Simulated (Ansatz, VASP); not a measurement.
Sn2As3 in VASP and in Ansatz

```
Sn As
1.0
     4.28900    0.00000    0.00000
     0.00000    4.28900    0.00000
     0.00000    0.00000    6.31718
Sn As
2 3
Cartesian
  0.0000 0.0000 4.5555
  2.1445 2.1445 1.8308
  2.1445 0.0000 6.2759
  0.0000 2.1445 6.2759
  0.0000 0.0000 1.7191
```

Change from the starting cell: species swapped into the Cu3Te2 type (P4mm, No. 99).

Alike in both runs: task single point; functional PBE; k mesh 4 × 4 × 4; occupations gaussian, width 0.1 eV; no spin polarisation.

|  | VASP | Ansatz |
| --- | --- | --- |
| version | VASP 6.6.1 | Ansatz 0.2.0 |
| potentials or method | VASP PAW PBE potentials, release 64 (Sn_d, As) | scalar-relativistic, plane waves, PAW |
| plane-wave cutoff (eV) | 520 | 420 |
| valence electrons in the cell | 43 | 73 |

VASP gave:

```
gap on the k mesh at the Fermi level (eV)       : none
pressure (GPa)                                  : 11.3
largest component of the traceless stress (GPa) : 3.06
rms of the force components (eV/Å)              : 0.538
```

Estimate Ansatz's values.

gap on the k mesh at the Fermi level (eV): none; pressure (GPa): 11.2; largest component of the traceless stress (GPa): 3.06; rms of the force components (eV/Å): 0.531.

Atom by atom the forces differ by 0.007 eV/Å (rms over components). A gap of «none» marks a metal or a gap that the smearing closes. The functional is the same, so the differences come from potentials, cutoffs and numerics. The two sets of potentials don't hold the same shells in valence.

Caveats: the k mesh is coarse (spacing up to 0.37 Å⁻¹), so the values aren't converged; forces of over 1 eV/Å show positions far from the minimum, so gaps and moduli don't describe the material at rest.
